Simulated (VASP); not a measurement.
Write the native input for VASP 6.6.1 that does the following.

```yaml
Task: single point
Functional: PBE
Potentials_or_basis: VASP PAW PBE potentials, release 64 (K_sv, Ta_pv, P)
Cutoff: 520 eV
k_mesh: 6 × 6 × 4
Occupations: gaussian, width 0.1 eV
Spin: no spin polarisation
Dipole_correction: no
Further_INCAR_settings: ALGO = Fast; EDIFF = 1e-06; NBANDS = 23
```

The structure of KTaP2 lies in POSCAR:

```
KTaP2
1.0
    4.0191183700      0.0000000000      0.0000000000
   -2.0095591900      3.4806586100      0.0000000000
    0.0000000000      0.0000000000      6.4117835300
K Ta P
1 1 2
Direct
    0.0000000000      0.0000000000      0.0000000000
    0.0000000000      0.0000000000      0.5000000000
    0.3333333300      0.6666666700      0.6451009900
    0.6666666700      0.3333333300      0.3548990100
```

The cell was built by a generator and needn't be a form met in nature.

One way to write it, as run:

INCAR

```
PREC = Accurate
ENCUT = 520
EDIFF = 1E-6
ISMEAR = 0
SIGMA = 0.1
LREAL = F
LASPH = T
NELM = 80
ALGO = Fast
ISIF = 2
LWAVE = F
LCHARG = F
GGA = PE
NBANDS = 23
```

KPOINTS

```
regular mesh
0
Gamma
  6 6 4
```

Potentials or basis: VASP PAW PBE potentials, release 64 (K_sv, Ta_pv, P).

Run with:

```bash
$ cat potpaw_PBE.64/K_sv/POTCAR potpaw_PBE.64/Ta_pv/POTCAR potpaw_PBE.64/P/POTCAR > POTCAR
$ mpirun -np 1 vasp_std > vasp.out
```

It gave:

```yaml
Pressure: 8.0 GPa
Largest_force: 1.546 eV/Å
Band_gap_on_the_k_mesh: none (metal or under the smearing width)
```

Caveat: forces of over 1 eV/Å show positions far from the minimum, so gaps and moduli don't describe the material at rest.

Run time: 65 s on 1 thread of Intel(R) Xeon(R) Platinum 8488C (Sapphire Rapids), with other jobs on the host, peak memory 0.22 GiB.
